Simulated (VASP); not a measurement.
## Gd (Gadolinium): input slips in a magnetic run and what they do

Some runs on the magnet Gd (Gadolinium) get a fault in the input on purpose. Which of them show, and how? The starting structure is a measured crystal structure from the Crystallography Open Database. The reference starts from ferromagnetic moments.

Main program and level: VASP 6.6.1; Kohn-Sham DFT with plane waves and PAW; PBEsol.

### Step 1. Starting point

Symmetry: P6_3/mmc, No. 194, hexagonal system. Conventional cell: a = 3.636 Å, b = 3.636 Å, c = 5.783 Å, α = 90.00°, β = 90.00°, γ = 120.00°. Gd has 12 Gd at 3.57 to 3.64 Å nearest.

### Step 2. Reference run

INCAR reads:

```
SYSTEM = Gd
PREC = Accurate
ENCUT = 420
EDIFF = 1E-07
NELM = 200
ISMEAR = 1
SIGMA = 0.15
LREAL = .FALSE.
ALGO = Normal
GGA = PS
NBANDS = 35
ISPIN = 2
MAGMOM = 8.4 8.4
LASPH = .TRUE.
LMAXMIX = 6
AMIX = 0.2
BMIX = 1E-04
AMIX_MAG = 0.8
BMIX_MAG = 1E-04
LORBIT = 11
LWAVE = .FALSE.
LCHARG = .FALSE.
KPAR = 4
```

POSCAR reads:

```
Gd
1.0
    3.6360000000      0.0000000000      0.0000000000
   -1.8180000000      3.1488683682      0.0000000000
    0.0000000000      0.0000000000      5.7826000000
Gd
2
Direct
    0.6666666667      0.3333333333      0.7500000000
    0.3333333333      0.6666666667      0.2500000000
```

KPOINTS reads:

```
Automatic mesh
0
Gamma
14 14 8
0 0 0
```

PAW data sets: Gd (PBE family, release 64).

On the command line:

```sh
> mpirun -np 4 vasp_std
```

Log:

```text
[banner, memory and clock lines left out]
running    4 mpi-ranks, on    1 nodes
 distrk:  each k-point on    1 cores,    4 groups
 distr:  one band on    1 cores,    1 groups

 POSCAR found type information on POSCAR Gd
 POSCAR found :  1 types and       2 ions
|                                                                             |
|               ----> ADVICE to this user running VASP <----                  |
|                                                                             |
|     You enforced a specific xc type in the INCAR file but a different       |
|     [... a line on the potential file left out ...]
|     I HOPE YOU KNOW WHAT YOU ARE DOING!                                     |
|                                                                             |

 LDA part: xc-table for (Slater+PW92), standard interpolation
 POSCAR, INCAR and KPOINTS ok, starting setup
 FFT: planning ... GRIDC
 FFT: planning ... GRID_SOFT
 FFT: planning ... GRID
 WAVECAR not read
 entering main loop
       N       E                     dE             d eps       ncg     rms          rms(c)
DAV:   1     0.237297934560E+03    0.23730E+03   -0.10650E+04 24565   0.420E+03
DAV:   2     0.331333978473E+02   -0.20416E+03   -0.17821E+03 23505   0.385E+02
DAV:   3    -0.116610408829E+02   -0.44794E+02   -0.43036E+02 26431   0.136E+02
DAV:   4    -0.190934653985E+02   -0.74324E+01   -0.73496E+01 32246   0.478E+01
DAV:   5    -0.199332488134E+02   -0.83978E+00   -0.83611E+00 32296   0.161E+01    0.524E+01
DAV:   6    -0.234223781709E+02   -0.34891E+01   -0.77809E+00 26702   0.752E+01    0.374E+01
DAV:   7    -0.239773561730E+02   -0.55498E+00   -0.15534E+00 30581   0.160E+01    0.446E+01
DAV:   8    -0.240043858738E+02   -0.27030E-01   -0.21689E-01 32696   0.305E+00    0.591E+01
DAV:   9    -0.240275651273E+02   -0.23179E-01   -0.37440E-02 30037   0.168E+00    0.333E+01
DAV:  10    -0.240216184298E+02    0.59467E-02   -0.81874E-02 25694   0.381E+00    0.358E+00
DAV:  11    -0.240227472327E+02   -0.11288E-02   -0.78174E-03 31370   0.479E-01    0.393E+00
DAV:  12    -0.240228651423E+02   -0.11791E-03   -0.30101E-04 27405   0.143E-01    0.308E+00
DAV:  13    -0.240228705530E+02   -0.54107E-05   -0.23909E-04 26144   0.160E-01    0.192E+00
DAV:  14    -0.240228409132E+02    0.29640E-04   -0.49016E-04 24455   0.234E-01    0.656E-02
DAV:  15    -0.240228508416E+02   -0.99284E-05   -0.80662E-05 30311   0.532E-02    0.165E-01
DAV:  16    -0.240228505210E+02    0.32064E-06   -0.28506E-06 27421   0.104E-02    0.138E-01
DAV:  17    -0.240228505750E+02   -0.53990E-07   -0.41332E-07 22050   0.722E-03
   1 F= -.24022851E+02 E0= -.24025453E+02  d E =0.780627E-02  mag=    15.3552
```

Run time: 2.8 min. Hardware: 4 MPI ranks of Intel Xeon Platinum 8488C (Sapphire Rapids), shared host; peak memory 1.6 GiB; 11 min of CPU time.

Lines that name or quote the potential files are left out of all logs, and their timing lines are given in words.

Parts of OUTCAR (step 2):

```text
ion  position               nearest neighbor table
   1  0.667  0.333  0.750-
   2  0.333  0.667  0.250-

  LATTYP: Found a hexagonal cell.
 ALAT       =     3.6360000000
 C/A-ratio  =     1.5903740374

 Subroutine GETGRP returns: Found 24 space group operations
 (whereof 12 operations were pure point group operations)

The static configuration has the point symmetry D_3d.
 The point group associated with its full space group is D_6h.

 Found    120 irreducible k-points:

   k-points           NKPTS =    120   k-points in BZ     NKDIM =    120   number of bands    NBANDS=     35

   dimension x,y,z NGX =    24 NGY =   24 NGZ =   40
   dimension x,y,z NGXF=    48 NGYF=   48 NGZF=   80

   ENCUT  =  420.0 eV  30.87 Ry    5.56 a.u.   6.08  6.08  9.66*2*pi/ulx,y,z

   NELECT =      36.0000    total number of electrons

 k-points in reciprocal lattice and weights: Automatic mesh
   0.00000000  0.00000000  0.00000000       0.001
   0.07142857  0.00000000  0.00000000       0.004
   0.14285714 -0.00000000  0.00000000       0.004
   0.21428571 -0.00000000  0.00000000       0.004
   0.28571429  0.00000000  0.00000000       0.004
   0.35714286 -0.00000000  0.00000000       0.004
   0.42857143 -0.00000000  0.00000000       0.004
   0.50000000  0.00000000  0.00000000       0.002
   0.07142857  0.07142857  0.00000000       0.004
[...]
0.28571429  0.28571429  0.50000000       0.004
   0.35714286  0.28571429  0.50000000       0.004

 average (electrostatic) potential at core
       1 -42.8522       2 -42.8522

 E-fermi :   2.8104

 spin component 1
 k-point     1 :       0.0000    0.0000    0.0000
  band No.  band energies     occupation
    ...
     20      -1.9615      1.00000
     21      -1.9615      1.00000
     22      -1.9315      1.00000
     23      -1.9264      1.00000
     24       0.3192      1.00000
     25       3.8566     -0.00000
     26       4.1170     -0.00000
     27       4.1170     -0.00000
     28       4.2867     -0.00000
     29       4.7445     -0.00000
    ...

 k-point     2 :       0.0714    0.0000    0.0000
  band No.  band energies     occupation
    ...
     20      -1.9651      1.00000
     21      -1.9629      1.00000
     22      -1.9366      1.00000
     23      -1.9310      1.00000
     24       0.4388      1.00000
     25       3.6869     -0.00000
     26       3.8081     -0.00000
     27       4.2368     -0.00000
     28       4.5191     -0.00000
     29       4.6302     -0.00000
    ...

 k-point     3 :       0.1429   -0.0000    0.0000
  band No.  band energies     occupation
    ...
     20      -1.9706      1.00000
     21      -1.9498      1.00000
     22      -1.9395      1.00000
     23      -1.8024      1.00000
     24       0.7647      1.00000
     25       3.2566     -0.00011
     26       3.3623     -0.00000
     27       4.2955     -0.00000
     28       4.5899     -0.00000
     29       4.8542     -0.00000
    ...

 k-point     4 :       0.2143   -0.0000    0.0000
  band No.  band energies     occupation
    ...
     21      -1.9697      1.00000
     22      -1.9421      1.00000
     23      -1.2783      1.00000
     24       1.1738      1.00000
     25       2.7284      0.89493
     26       2.9552     -0.02110
     27       3.9745     -0.00000
     28       4.5455     -0.00000
     29       4.6018     -0.00000
     30       5.1574     -0.00000
    ...

 k-point     5 :       0.2857    0.0000    0.0000
  band No.  band energies     occupation
    ...
     22      -1.9412      1.00000
     23      -0.6426      1.00000
     24       1.4002      1.00000
     25       2.2301      1.00000
     26       2.7413      0.84778
     27       3.8657     -0.00000
     28       4.2774     -0.00000
     29       4.2962     -0.00000
     30       5.9066      0.00000
     31       5.9191      0.00000
    ...

 k-point     6 :       0.3571   -0.0000    0.0000
  band No.  band energies     occupation
    ...
     22      -1.9397      1.00000
     23      -0.0143      1.00000
     24       1.3168      1.00000
     25       1.8350      1.00000
     26       2.6832      1.00133
     27       4.0555     -0.00000
     28       4.0711     -0.00000
     29       4.1149     -0.00000
     30       6.6791      0.00000
     31       6.7757      0.00000
    ...

  Total       -1.0234587     -1.0234587     -0.9410227      0.0000000     -0.0000000      0.0000000
  in kB      -24.7673397    -24.7673397    -22.7724170      0.0000000     -0.0000000      0.0000000
  external PRESSURE =     -24.1023655 kB  Pullay stress =       0.0000000 kB

  energy-cutoff  :      420.00
  volume of cell :       66.21
      direct lattice vectors                 reciprocal lattice vectors
     3.636000000  0.000000000  0.000000000     0.275027503  0.158787203  0.000000000
    -1.818000000  3.148868368  0.000000000     0.000000000  0.317574405  0.000000000
     0.000000000  0.000000000  5.782600000     0.000000000  0.000000000  0.172932591

 POSITION                                       TOTAL-FORCE (eV/Angst)
 -----------------------------------------------------------------------------------
      1.81800      1.04962      4.33695        -0.000000     -0.000000      0.000000
     -0.00000      2.09925      1.44565         0.000000      0.000000      0.000000
 -----------------------------------------------------------------------------------
    total drift:                                0.000000     -0.000000      0.000000

  FREE ENERGIE OF THE ION-ELECTRON SYSTEM (eV)
  ---------------------------------------------------
  free  energy   TOTEN  =       -24.0228505750 eV

  energy  without entropy=      -24.0306568479  energy(sigma->0) =      -24.02545267

 total charge
# of ion       s       p       d       f       tot
--------------------------------------------------
    1        2.072   5.545   0.576   6.974  15.167
    2        2.072   5.545   0.576   6.974  15.167
--------------------------------------------------
tot          4.144  11.090   1.152  13.948  30.334

 magnetization (x)
# of ion       s       p       d       f       tot
--------------------------------------------------
    1        0.005  -0.042   0.229   6.829   7.021
    2        0.005  -0.042   0.229   6.829   7.021
--------------------------------------------------
tot          0.009  -0.084   0.458  13.658  14.041

[... 6 further parts left out ...]
```

Another run with the same input but another start ends lower by 7 meV an atom, with moments of up to 6.9 μB that cancel in the cell; so the state that PBEsol gives here isn't the lowest. Experiment finds this crystal ferromagnetic, so at this level the order comes out wrong.

The PAW data sets were made with PBE, which is usual practice but a small mismatch for other functionals. At this level the cell is under a tension of 2.4 GPa, so at these settings it is away from equilibrium.

Reference: the moments inside the Gd spheres have a mean size of 7.02 μB, and the cell carries 15.36 μB, with no gap.

### Step 3. Run with data sets with the 4f shell frozen in the core

A slip made on purpose: data sets with the 4f shell frozen in the core. Against step 2 the input has the data sets Gd_3 (also changed: NELM, NBANDS, AMIX, BMIX, AMIX_MAG and BMIX_MAG).

INCAR reads:

```
SYSTEM = Gd
PREC = Accurate
ENCUT = 420
EDIFF = 1E-07
NELM = 60
ISMEAR = 1
SIGMA = 0.15
LREAL = .FALSE.
ALGO = Normal
GGA = PS
NBANDS = 26
ISPIN = 2
MAGMOM = 8.4 8.4
LASPH = .TRUE.
LMAXMIX = 6
LORBIT = 11
LWAVE = .FALSE.
LCHARG = .FALSE.
KPAR = 4
```

POSCAR is that of step 2.

KPOINTS is that of step 2.

Potentials, in the order of the species: Gd_3 (PBE family, release 64).

On the command line:

```sh
> mpirun -np 4 vasp_std
```

Log:

```text
[banner, memory and clock lines left out]
running    4 mpi-ranks, on    1 nodes
[...]
[... a notice as in an earlier step ...]

 LDA part: xc-table for (Slater+PW92), standard interpolation
 POSCAR, INCAR and KPOINTS ok, starting setup
[...]
entering main loop
       N       E                     dE             d eps       ncg     rms          rms(c)
DAV:   1     0.749400636560E+02    0.74940E+02   -0.74436E+03 12504   0.552E+02
DAV:   2     0.727056737881E+01   -0.67669E+02   -0.63691E+02 14466   0.164E+02
DAV:   3     0.497006230153E+01   -0.23005E+01   -0.22634E+01 15376   0.206E+01
DAV:   4     0.495560039458E+01   -0.14462E-01   -0.14448E-01 14204   0.181E+00
[...]
DAV:  17    -0.100047699267E+02   -0.29883E-05   -0.98378E-06 13586   0.117E-02    0.429E-03
DAV:  18    -0.100047698061E+02    0.12063E-06   -0.66240E-07 14514   0.272E-03    0.296E-03
DAV:  19    -0.100047698910E+02   -0.84978E-07   -0.21132E-07 13324   0.143E-03
   1 F= -.10004770E+02 E0= -.10004899E+02  d E =0.387029E-03  mag=    -0.0001
```

Wall time 63 s (4 MPI ranks); peak memory 1.2 GiB.

From OUTCAR (step 3):

```text
  Total       -0.9782693     -0.9782693     -1.2359648      0.0000000      0.0000000      0.0000000
  in kB      -23.6737727    -23.6737727    -29.9099123      0.0000000      0.0000000      0.0000000
  external PRESSURE =     -25.7524859 kB  Pullay stress =       0.0000000 kB

 POSITION                                       TOTAL-FORCE (eV/Angst)
 -----------------------------------------------------------------------------------
      1.81800      1.04962      4.33695         0.000000     -0.000000      0.000000
     -0.00000      2.09925      1.44565        -0.000000      0.000000      0.000000
 -----------------------------------------------------------------------------------
    total drift:                                0.000000     -0.000000      0.000000

  FREE ENERGIE OF THE ION-ELECTRON SYSTEM (eV)
  ---------------------------------------------------
  free  energy   TOTEN  =       -10.0047698910 eV

  energy  without entropy=      -10.0051569200  energy(sigma->0) =      -10.00489890

 magnetization (x)
# of ion       s       p       d       tot
------------------------------------------
    1       -0.000  -0.000  -0.000  -0.000
    2       -0.000  -0.000  -0.000  -0.000
--------------------------------------------------
tot         -0.000  -0.000  -0.000  -0.000

[... 1 part as in an earlier step ...]

[... 2 further parts left out ...]
[key lines of the parts left out:]
E-fermi :   3.0879
```

Data sets with the 4f shell frozen in the core: the moments inside the Gd spheres have a mean size of 0.00 μB, and the cell carries 0.00 μB, with no gap.

### Step 4. Run with a smearing far too wide

A slip made on purpose: a smearing far too wide. Against step 2 the input has ISMEAR = -1 and SIGMA = 0.8 (also changed: NELM).

INCAR reads:

```
SYSTEM = Gd
PREC = Accurate
ENCUT = 420
EDIFF = 1E-07
NELM = 60
ISMEAR = -1
SIGMA = 0.8
LREAL = .FALSE.
ALGO = Normal
GGA = PS
NBANDS = 35
ISPIN = 2
MAGMOM = 8.4 8.4
LASPH = .TRUE.
LMAXMIX = 6
AMIX = 0.2
BMIX = 1E-04
AMIX_MAG = 0.8
BMIX_MAG = 1E-04
LORBIT = 11
LWAVE = .FALSE.
LCHARG = .FALSE.
KPAR = 4
```

POSCAR is that of step 3.

KPOINTS is that of step 3.

Potentials, in the order of the species: Gd (PBE family, release 64).

On the command line:

```sh
> mpirun -np 4 vasp_std
```

Log:

```text
[... set-up lines as in an earlier step ...]
 entering main loop
       N       E                     dE             d eps       ncg     rms          rms(c)
DAV:   1     0.232213132746E+03    0.23221E+03   -0.10650E+04 24565   0.420E+03
DAV:   2     0.280839352120E+02   -0.20413E+03   -0.18061E+03 23505   0.394E+02
DAV:   3    -0.162098997020E+02   -0.44294E+02   -0.41903E+02 26431   0.133E+02
DAV:   4    -0.236073521523E+02   -0.73975E+01   -0.72668E+01 32246   0.480E+01
[...]
DAV:  20    -0.285023457468E+02   -0.50226E-06   -0.11002E-06 19416   0.719E-03    0.173E-02
DAV:  21    -0.285023458921E+02   -0.14529E-06   -0.72680E-07 11530   0.448E-03    0.330E-03
DAV:  22    -0.285023459732E+02   -0.81078E-07   -0.53985E-07 10862   0.276E-03
   1 F= -.28502346E+02 E0= -.23574661E+02  d E =-.985537E+01  mag=    12.9453
```

Elapsed: 2.4 min, on 4 MPI ranks; peak memory 1.6 GiB.

From OUTCAR (step 4):

```text
  Total        1.2100392      1.2100392      1.6320024     -0.0000000      0.0000000     -0.0000000
  in kB       29.2825231     29.2825231     39.4938833     -0.0000000      0.0000000     -0.0000000
  external PRESSURE =      32.6863099 kB  Pullay stress =       0.0000000 kB

 POSITION                                       TOTAL-FORCE (eV/Angst)
 -----------------------------------------------------------------------------------
      1.81800      1.04962      4.33695        -0.000000      0.000000      0.000000
     -0.00000      2.09925      1.44565         0.000000     -0.000000      0.000000
 -----------------------------------------------------------------------------------
    total drift:                                0.000000     -0.000000      0.000000

  FREE ENERGIE OF THE ION-ELECTRON SYSTEM (eV)
  ---------------------------------------------------
  free  energy   TOTEN  =       -28.5023459732 eV

  energy  without entropy=      -18.6469766453  energy(sigma->0) =      -23.57466131

 magnetization (x)
# of ion       s       p       d       f       tot
--------------------------------------------------
    1        0.005  -0.043   0.120   5.984   6.065
    2        0.005  -0.043   0.120   5.984   6.065
--------------------------------------------------
tot          0.010  -0.087   0.240  11.967  12.130

[... 2 parts as in an earlier step ...]

[... 1 further part left out ...]
[key lines of the parts left out:]
E-fermi :   2.6423
```

A smearing far too wide: the moments inside the Gd spheres have a mean size of 6.07 μB, and the cell carries 12.95 μB, with no gap.

[end of part 1 of 2]

[Lines on the potential files, build, host, timing and source positions are cut from VASP's logs without a mark.]

[Logs are printed without paths, hosts, clocks, repeated set-up lines and the standing remarks that a program may print on its own settings, such as how far it seeks lower states.]

[Hosts, paths, dates, database ids (printed as entryN), source tags and the programs' standing remarks are cut or masked in the printed files.]
